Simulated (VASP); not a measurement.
Ta:

```
CELL_PARAMETERS angstrom
-1.65128 1.65128 1.65128
1.65128 -1.65128 1.65128
1.65128 1.65128 -1.65128
ATOMIC_POSITIONS crystal
Ta 0.00000 0.00000 0.00000
```

- Program: VASP 6.6.1
- Task: relaxation of cell and atoms
- Functional: PBE
- Potentials or basis: VASP PAW PBE potentials, release 64 (Ta_pv)
- Cutoff: 600 eV
- k mesh: 16 × 16 × 16
- Occupations: methfessel-paxton, width 0.1 eV
- Spin: no spin polarisation

At the start: pressure 3.4 GPa; volume 18.01 Å³/atom.

**Question.** Where does the relaxation end?

**Answer.** Over 3 steps the energy falls by 3.2 meV/atom and the volume is 18.32 Å³/atom (+1.7 %); space group Im-3m (No. 229, to 0.05 Å).

The path:
| step | energy change (eV) | largest force (eV/Å) | pressure (GPa) | volume (Å³) |
| --- | --- | --- | --- | --- |
| 1 | 0.0000 | 0.0000 | 3.41 | 18.01 |
| 2 | 0.0125 | 0.0000 | -6.87 | 19.03 |
| 3 | -0.0032 | 0.0000 | -0.02 | 18.32 |

Final structure:
```
Ta
1.0
    -1.66072    1.66072    1.66072
     1.66072   -1.66072    1.66072
     1.66072    1.66072   -1.66072
Ta
1
Cartesian
  0.0000 0.0000 0.0000
```
